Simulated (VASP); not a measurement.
Input:

```
Tc3N
1.0
    2.79779     0.00000     0.00000
   -1.39889     2.42296     0.00000
    0.00000     0.00000     7.03934
Tc N
3 1
Cartesian
  0.00000   0.00000   3.51967
  1.39890   0.80765   5.65491
  1.39890   0.80765   1.38443
  0.00000   0.00000   0.00000
```

All values below come from PBEsol GGA, VASP's PBE PAW potentials (set 64) (plane waves; VASP). Run with 400 eV cut-off, 14×14×5 Γ-centred mesh, Gaussian smearing of 0.050 eV, potentials Tc_pv N.

At this cut-off the stress carries a Pulay error, which pulls relaxed volumes low.

### Question
Estimate the energy per atom (σ→0), pressure, largest force, band gap (on the k-mesh) with the smallest direct gap where there is one.

### Answer

```yaml
band gap (on the k-mesh): none (metal, semimetal or under 0.01 eV)
energy per atom (σ→0): -10835 meV/atom
pressure: -9.14 GPa
largest_force: 0.209 eV/Å
```

Only differences to runs with the same potentials and settings are physical.

The structure comes from a computed database's Tc3N entry (P-6m2); how it stands against other phases isn't given here. The cell was not relaxed at this level. VASP warned that the highest band is occupied, so more bands are needed.
